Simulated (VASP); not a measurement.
Here is a VASP 6.6.1 calculation.

The input INCAR:

```
SYSTEM = InSb
PREC = Accurate
ENCUT = 600
EDIFF = 1E-7
ISMEAR = 0
SIGMA = 0.03
LREAL = .False.
LASPH = .True.
NELM = 80
ALGO = Normal
ISIF = 3
LWAVE = .False.
LCHARG = .False.
GGA = PS
IBRION = 2
NSW = 90
EDIFFG = -0.005
```

The input KPOINTS:

```
regular mesh
0
Gamma
  10 10 10
  0 0 0
```

Contents of POSCAR:

```
InSb                                    
1.0
   -0.0000000000      3.2603245817      3.2603245817
    3.2603245817      0.0000000000      3.2603245817
    3.2603245817      3.2603245817      0.0000000000
  In              Sb            
     1     1
Direct
     0.0000000000000000    0.0000000000000000    0.0000000000000000
     0.2500000000000000    0.2500000000000000    0.2500000000000000
```

Potentials or basis: VASP PAW PBE potentials, release 64 (In_d, Sb).

The run is started by

```sh
$ cat potpaw_PBE.64/In_d/POTCAR potpaw_PBE.64/Sb/POTCAR > POTCAR
$ mpirun -np 1 vasp_std > vasp.out
```

(1) What does it give for the band gap on the k mesh?

Answers

(1) none (metal or under the smearing width).

Caveat: the relaxation stopped at its first step, so nothing moved; this crystal is a semiconductor, whose small gap the functional closes, so the metal is an error of the method.
